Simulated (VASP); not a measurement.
Given:

```yaml
crystal:
  lattice:
    - [0.00000, 2.90130, 2.90130]
    - [2.90130, 0.00000, 2.90130]
    - [2.90130, 2.90130, 0.00000]
  atoms:
    - { symbol: Al, position: [0.25000, 0.25000, 0.25000] }
    - { symbol: Al, position: [0.75000, 0.75000, 0.75000] }
    - { symbol: Pt, position: [0.00000, 0.00000, 0.00000] }
```

Calculation: rev-vdW-DF2, VASP's PBE PAW potentials (set 64) (plane waves; VASP). Settings: 520 eV cut-off, 9×9×9 Γ-centred mesh, first-order Methfessel-Paxton smearing of 0.10 eV, potentials Al Pt.

Task: The job: PtAl2 (fluorite), 3 atoms, rev-vdW-DF2, static run, 520 eV, 9×9×9 Γ-centred mesh. Roughly how much core time does it take on a busy server core?

Result: About 30 core-seconds (one run on a shared machine, a rough figure). It had 35 irreducible k-points, 12 bands, up to 1363 plane waves and 13 electronic steps.

The compound is PtAl2 in the fluorite structure. This cell is one point of a volume scan, at 0.94 of the reference volume.
